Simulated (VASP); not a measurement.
An input for Quantum ESPRESSO's pw.x (written as the equivalent of a VASP run, and not itself run):

```
&CONTROL
  calculation = 'scf'
  pseudo_dir = './pseudo'
  outdir = './out'
  tprnfor = .true.
  tstress = .true.
/
&SYSTEM
  ibrav = 0
  nat = 8
  ntyp = 2
  ecutwfc = 94
  occupations = 'smearing'
  smearing = 'fermi-dirac'
  degauss = 0.00735
  input_dft = 'pbe'
  nspin = 2
  starting_magnetization(1) = 0.3
/
&ELECTRONS
  conv_thr = 7.3e-08
  electron_maxstep = 100
/
ATOMIC_SPECIES
  Cr 51.996 Cr.upf
  I 126.904 I.upf
CELL_PARAMETERS angstrom
     3.2524710    1.8778150    5.9823920
    -3.2524710    1.8778150    5.9823920
     0.0000000   -3.7556290    5.9823920
ATOMIC_POSITIONS crystal
  Cr   0.3333300  0.3333300  0.3333300
  Cr   0.6666700  0.6666700  0.6666700
  I    0.0880000  0.7550000  0.4210000
  I    0.4210000  0.0880000  0.7550000
  I    0.7550000  0.4210000  0.0880000
  I    0.9120000  0.2450000  0.5790000
  I    0.5790000  0.9120000  0.2450000
  I    0.2450000  0.5790000  0.9120000
K_POINTS automatic
  5 5 5 0 0 0
```

Question: Translate this input to VASP (INCAR, KPOINTS, POSCAR, choice of POTCAR).

Answer: Several could match; the one computed here: 
### INCAR
```
# general
SYSTEM  = CrI3
PREC    = Accurate
ENCUT   = 300
LREAL   = .FALSE.
LASPH   = .TRUE.

# electronic loop
EDIFF   = 1E-6   # SCF stop (eV)
NELM    = 100   # most electronic steps
ALGO    = Normal   # blocked Davidson
LMAXMIX = 4

# smearing
ISMEAR  = -1   # Fermi-Dirac
SIGMA   = 0.1

# functional
GGA     = PE

# spin
ISPIN   = 2
MAGMOM  = 3.0 3.0 0.0 0.0 0.0 0.0 0.0 0.0

# ions
ISIF    = 2

# output
LWAVE   = .FALSE.
LCHARG  = .FALSE.
LORBIT  = 11
```

POSCAR:
```
CrI3
1
    3.2524710000     1.8778150000     5.9823920000
   -3.2524710000     1.8778150000     5.9823920000
    0.0000000000    -3.7556290000     5.9823920000
Cr I
2 6
Direct
  0.3333300000   0.3333300000   0.3333300000
  0.6666700000   0.6666700000   0.6666700000
  0.0880000000   0.7550000000   0.4210000000
  0.4210000000   0.0880000000   0.7550000000
  0.7550000000   0.4210000000   0.0880000000
  0.9120000000   0.2450000000   0.5790000000
  0.5790000000   0.9120000000   0.2450000000
  0.2450000000   0.5790000000   0.9120000000
```

File KPOINTS:
```
Regular mesh
0
gamma
 5 5 5
0 0 0
```

POTCAR, in this order: Cr_pv I (PBE.64 set). Program: vasp_std.

The two are equivalent in intent, not identical: the potentials are each code's own (VASP's PAW set, PseudoDojo norm-conserving files in pw.x), so ENCUT and ecutwfc are chosen apart and not converted; conv_thr bounds pw.x's estimated SCF error, while EDIFF bounds the energy change between steps; starting_magnetization is a fraction of the valence charge and MAGMOM a moment in μB, so they match only roughly.

The structure was generated: CrI3 was put into an ordered model structure, which need not be its known phase. The cell was not relaxed at this level.
